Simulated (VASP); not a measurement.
Computed with PBEsol GGA, VASP's PBE PAW potentials (set 64) (plane waves; VASP).

VASP ran on this input.

KPOINTS:
```
Automatic mesh
0
Gamma
7 5 1
0 0 0
```

**INCAR**
```
SYSTEM=CoSi2(110) slab
PREC=Normal; ENCUT=400; LREAL=Auto
LASPH=.True.
EDIFF=1E-6; NELM=100; NELMIN=4
ALGO=Normal; LMAXMIX=4
ISMEAR=1; SIGMA=0.1
GGA=PS
LWAVE=.False.; LCHARG=.False.; LORBIT=11
LVHAR=.True.
DIPOL=0.5 0.5 0.5
LDIPOL=.True.; IDIPOL=3
```

File POSCAR:
```
CoSi2(110) slab
1
    3.7569696113     0.0000000000     0.0000000000
    0.0000000000     5.3131578644     0.0000000000
    0.0000000000     0.0000000000    26.1398217591
Co Si
6 12
Direct
  0.0000000000   1.0000000000   0.3199901024
  0.5000000000   0.5000000000   0.3934463929
  0.0000000000   1.0000000000   0.4636802358
  0.5000000000   0.5000000000   0.5363197642
  0.0000000000   1.0000000000   0.6065536071
  0.5000000000   0.5000000000   0.6800098976
  0.5000000000   0.2503312745   0.3225239632
  0.0000000000   0.2483784094   0.3914173082
  0.0000000000   0.7516215906   0.3914173082
  0.5000000000   0.7496687255   0.3225239632
  0.5000000000   0.2476273390   0.4646406072
  0.0000000000   0.2523726610   0.5353593928
  1.0000000000   0.7476273390   0.5353593928
  0.5000000000   0.7523726610   0.4646406072
  0.5000000000   0.2516215906   0.6085826918
  0.0000000000   0.2496687255   0.6774760368
  0.0000000000   0.7503312745   0.6774760368
  0.5000000000   0.7483784094   0.6085826918
```

POTCAR, in this order: Co Si (PBE.64 set). Program: vasp_std. Read from the step before: WAVECAR.

Output

**OSZICAR**
```
       N       E                     dE             d eps       ncg     rms          rms(c)
DAV:   1    -0.121030124191E+03   -0.12103E+03   -0.26622E-02  2600   0.227E+00    0.715E-01
DAV:   2    -0.121161243678E+03   -0.13112E+00   -0.73621E-01  2307   0.125E+01    0.373E+00
DAV:   3    -0.121023139687E+03    0.13810E+00   -0.48906E-01  2464   0.983E+00    0.356E-01
DAV:   4    -0.121023361719E+03   -0.22203E-03   -0.19777E-02  2206   0.129E+00    0.660E-02
DAV:   5    -0.121023429477E+03   -0.67757E-04   -0.15034E-03  1889   0.382E-01    0.415E-02
DAV:   6    -0.121023427823E+03    0.16536E-05   -0.23559E-04  1958   0.159E-01    0.169E-02
DAV:   7    -0.121023426316E+03    0.15072E-05   -0.18314E-05  2041   0.415E-02    0.902E-03
DAV:   8    -0.121023428032E+03   -0.17161E-05   -0.70886E-06  1534   0.259E-02    0.703E-03
DAV:   9    -0.121023431157E+03   -0.31254E-05   -0.14146E-06   930   0.125E-02    0.420E-03
DAV:  10    -0.121023432482E+03   -0.13245E-05   -0.54117E-07   882   0.976E-03    0.164E-03
DAV:  11    -0.121023433407E+03   -0.92540E-06   -0.36055E-07   883   0.336E-03
   1 F= -.12102343E+03 E0= -.12102634E+03  d E =0.870747E-02
```

File OUTCAR:
```
------------------------ aborting loop because EDIFF is reached ----------------------------------------
  FORCE on cell =-STRESS in cart. coord.  units (eV):
  Direction    XX          YY          ZZ          XY          YZ          ZX
  --------------------------------------------------------------------------------------
  Total       -5.5945173     -3.4197931     -0.5749795      0.0000000      0.0000000      0.0000000
  in kB      -17.1782998    -10.5006792     -1.7655088      0.0000000      0.0000000      0.0000000
  external PRESSURE =      -9.8148293 kB  Pullay stress =       0.0000000 kB
  volume of cell :      521.79
      direct lattice vectors                 reciprocal lattice vectors
     3.756969611  0.000000000  0.000000000     0.266171969  0.000000000  0.000000000
     0.000000000  5.313157864  0.000000000     0.000000000  0.188211987  0.000000000
     0.000000000  0.000000000 26.139821759     0.000000000  0.000000000  0.038255808
 POSITION                                       TOTAL-FORCE (eV/Angst)
 -----------------------------------------------------------------------------------
      0.00000      0.00000      8.36448        -0.000000     -0.000000      0.009433
      1.87848      2.65658     10.28462        -0.000000     -0.000000     -0.024808
      0.00000      0.00000     12.12052        -0.000000     -0.000000      0.007264
      1.87848      2.65658     14.01930        -0.000000     -0.000000     -0.007264
      0.00000      0.00000     15.85520        -0.000000     -0.000000      0.024808
      1.87848      2.65658     17.77534        -0.000000     -0.000000     -0.009433
      1.87848      1.33005      8.43072         0.000000     -0.010558      0.016277
      0.00000      1.31967     10.23158        -0.000000      0.000716      0.011743
      0.00000      3.99348     10.23158        -0.000000     -0.000716      0.011743
      1.87848      3.98311      8.43072        -0.000000      0.010558      0.016277
      1.87848      1.31568     12.14562        -0.000000      0.007130     -0.006587
      0.00000      1.34090     13.99420        -0.000000     -0.007130      0.006587
      0.00000      3.97226     13.99420        -0.000000      0.007130      0.006587
      1.87848      3.99747     12.14562         0.000000     -0.007130     -0.006587
      1.87848      1.33691     15.90824        -0.000000     -0.000716     -0.011743
      0.00000      1.32653     17.70910        -0.000000      0.010558     -0.016277
      0.00000      3.98663     17.70910        -0.000000     -0.010558     -0.016277
      1.87848      3.97625     15.90824         0.000000      0.000716     -0.011743
 -----------------------------------------------------------------------------------
    total drift:                                0.000000      0.000000     -0.000000
  FREE ENERGIE OF THE ION-ELECTRON SYSTEM (eV)
  ---------------------------------------------------
  free  energy   TOTEN  =      -121.0234334072 eV

  energy  without entropy=     -121.0321408738  energy(sigma->0) =     -121.02633590

 total charge

# of ion       s       p       d       tot
------------------------------------------
    1        0.508   0.544   7.548   8.600
    2        0.557   0.753   7.630   8.940
    3        0.559   0.754   7.627   8.940
    4        0.559   0.754   7.627   8.940
    5        0.557   0.753   7.630   8.940
    6        0.508   0.544   7.548   8.600
    7        0.783   0.820   0.000   1.603
    8        0.721   0.879   0.000   1.600
    9        0.721   0.879   0.000   1.600
   10        0.783   0.820   0.000   1.603
   11        0.719   0.888   0.000   1.607
   12        0.719   0.888   0.000   1.607
   13        0.719   0.888   0.000   1.607
   14        0.719   0.888   0.000   1.607
   15        0.721   0.879   0.000   1.600
   16        0.783   0.820   0.000   1.603
   17        0.783   0.820   0.000   1.603
   18        0.721   0.879   0.000   1.600
--------------------------------------------------
tot         12.141  14.449  45.609  72.199
```
(Selected blocks of OUTCAR.)

The cell is a thin slab with vacuum, built from CoSi2 (fluorite): (110) face. The run is not spin-polarised, so no magnetic state was tried.
